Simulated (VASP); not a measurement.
Computed with PBEsol GGA, VASP's PBE PAW potentials (set 64) (plane waves; VASP).

Input for VASP

File POSCAR:
```
RbAu5
1
    5.7620000000     0.0000000000     0.0000000000
   -2.8810000000     4.9900380000     0.0000000000
    0.0000000000     0.0000000000     4.4420000000
Rb Au
1 5
Direct
  0.0000000000   0.0000000000   0.0000000000
  0.3333330000   0.6666670000   0.0000000000
  0.6666670000   0.3333330000   0.0000000000
  0.5000000000   0.0000000000   0.5000000000
  0.5000000000   0.5000000000   0.5000000000
  0.0000000000   0.5000000000   0.5000000000
```

### INCAR
```
ALGO  =  Normal
EDIFF  =  1E-6
ENCUT  =  300
GGA  =  PS
ISIF  =  2
ISMEAR  =  -1
LASPH  =  .TRUE.
LCHARG  =  .FALSE.
LMAXMIX  =  6
LREAL  =  .FALSE.
LWAVE  =  .FALSE.
NELM  =  100
PREC  =  Accurate
SIGMA  =  0.05
SYSTEM  =  RbAu5
```

### KPOINTS
```
kpoints
0
G
  5 5 5
0 0 0
```

POTCAR, in this order: Rb_sv Au (PBE.64 set). Program: vasp_std.

What VASP printed:

### OSZICAR
```
       N       E                     dE             d eps       ncg     rms          rms(c)
DAV:   1     0.292663322074E+03    0.29266E+03   -0.23511E+04  1140   0.103E+03
DAV:   2    -0.124621991568E+02   -0.30513E+03   -0.28777E+03  1268   0.257E+02
DAV:   3    -0.234144225141E+02   -0.10952E+02   -0.10799E+02  1350   0.464E+01
DAV:   4    -0.237001354104E+02   -0.28571E+00   -0.28547E+00  1646   0.680E+00
DAV:   5    -0.237033266582E+02   -0.31912E-02   -0.31910E-02  1348   0.666E-01    0.180E+01
DAV:   6    -0.216601925379E+02    0.20431E+01   -0.69098E+00  1266   0.156E+01    0.113E+01
DAV:   7    -0.216005978019E+02    0.59595E-01   -0.31747E-01  1296   0.345E+00    0.601E+00
DAV:   8    -0.215779068147E+02    0.22691E-01   -0.38479E-02  1258   0.193E+00    0.659E-01
DAV:   9    -0.215766459523E+02    0.12609E-02   -0.52755E-03  1278   0.833E-01    0.959E-02
DAV:  10    -0.215767037472E+02   -0.57795E-04   -0.59577E-04  1356   0.147E-01    0.473E-02
DAV:  11    -0.215767192521E+02   -0.15505E-04   -0.12182E-04  1326   0.108E-01    0.225E-02
DAV:  12    -0.215767206858E+02   -0.14337E-05   -0.17192E-05  1298   0.466E-02    0.514E-03
DAV:  13    -0.215767211437E+02   -0.45784E-06   -0.36263E-06  1046   0.126E-02
   1 F= -.21576721E+02 E0= -.21569379E+02  d E =-.146848E-01
```

**OUTCAR**
```
------------------------ aborting loop because EDIFF is reached ----------------------------------------
  FORCE on cell =-STRESS in cart. coord.  units (eV):
  Direction    XX          YY          ZZ          XY          YZ          ZX
  --------------------------------------------------------------------------------------
  Total       -0.6563120     -0.6563119     -0.3054336      0.0000000      0.0000000      0.0000000
  in kB       -8.2331352     -8.2331340     -3.8315252      0.0000000      0.0000000      0.0000000
  external PRESSURE =      -6.7659315 kB  Pullay stress =       0.0000000 kB
  volume of cell :      127.72
      direct lattice vectors                 reciprocal lattice vectors
     5.762000000  0.000000000  0.000000000     0.173550850  0.100199638  0.000000000
    -2.881000000  4.990038000  0.000000000     0.000000000  0.200399276  0.000000000
     0.000000000  0.000000000  4.442000000     0.000000000  0.000000000  0.225123818
 POSITION                                       TOTAL-FORCE (eV/Angst)
 -----------------------------------------------------------------------------------
      0.00000      0.00000      0.00000        -0.000000      0.000000      0.000000
     -0.00000      3.32669      0.00000        -0.000000      0.000000      0.000000
      2.88100      1.66334      0.00000         0.000000      0.000000      0.000000
      2.88100      0.00000      2.22100        -0.000000      0.000000      0.000000
      1.44050      2.49502      2.22100        -0.000000      0.000000      0.000000
     -1.44050      2.49502      2.22100        -0.000000      0.000000      0.000000
 -----------------------------------------------------------------------------------
    total drift:                                0.000000      0.000000      0.000000
  FREE ENERGIE OF THE ION-ELECTRON SYSTEM (eV)
  ---------------------------------------------------
  free  energy   TOTEN  =       -21.5767211437 eV

  energy  without entropy=      -21.5620363124  energy(sigma->0) =      -21.56937873
```
(Selected blocks of OUTCAR.)

**OUTCAR**
```
 val. band max:        6.4572795169   @ k =   0.4000  -0.0000   0.4000

 cond. band min:       6.4658238958   @ k =   0.4000  -0.0000   0.0000


 Fermi energy:         6.4605208058

 k-point     1 :       0.0000    0.0000    0.0000
  band No.  band energies     occupation
      1     -20.2301      2.00000
      2      -4.5850      2.00000
      3      -4.5849      2.00000
      4      -4.3760      2.00000
      5      -2.6956      2.00000
      6      -0.3128      2.00000
      7       0.3613      2.00000
      8       0.3613      2.00000
      9       0.5827      2.00000
     10       0.5828      2.00000
     11       0.5976      2.00000
     12       0.8483      2.00000
     13       0.8483      2.00000
     14       1.2251      2.00000
     15       1.2779      2.00000
     16       1.7765      2.00000
     17       1.7765      2.00000
     18       2.5657      2.00000
     19       2.5657      2.00000
     20       2.5928      2.00000
     21       2.5928      2.00000
     22       2.9454      2.00000
     23       2.9916      2.00000
     24       3.0737      2.00000
     25       3.0738      2.00000
     26       3.5710      2.00000
     27       3.5711      2.00000
     28       4.3875      2.00000
     29       4.7634      2.00000
     30       4.7635      2.00000
     31       5.1222      2.00000
     32       7.2320      0.00000
     33       7.2320      0.00000
     34       7.3816      0.00000
     35       8.3866      0.00000
     36       8.3866      0.00000
     37       9.7689      0.00000
     38      12.8159      0.00000

 k-point     2 :       0.2000    0.0000    0.0000
  band No.  band energies     occupation
      1     -20.2294      2.00000
      2      -4.6649      2.00000
      3      -4.5871      2.00000
      4      -4.3833      2.00000
      5      -2.3844      2.00000
      6      -0.0956      2.00000
      7       0.3946      2.00000
      8       0.4065      2.00000
      9       0.4484      2.00000
     10       0.6365      2.00000
...
```

At this cut-off the stress carries a Pulay error, which pulls relaxed volumes low. Unless said otherwise, spin-orbit coupling is left out, though it shifts the bands of the heavy elements here.

The structure comes from a measured RbAu5 entry (P6/mmm) of the Crystallography Open Database, whose conditions weren't checked. The cell was not relaxed at this level.
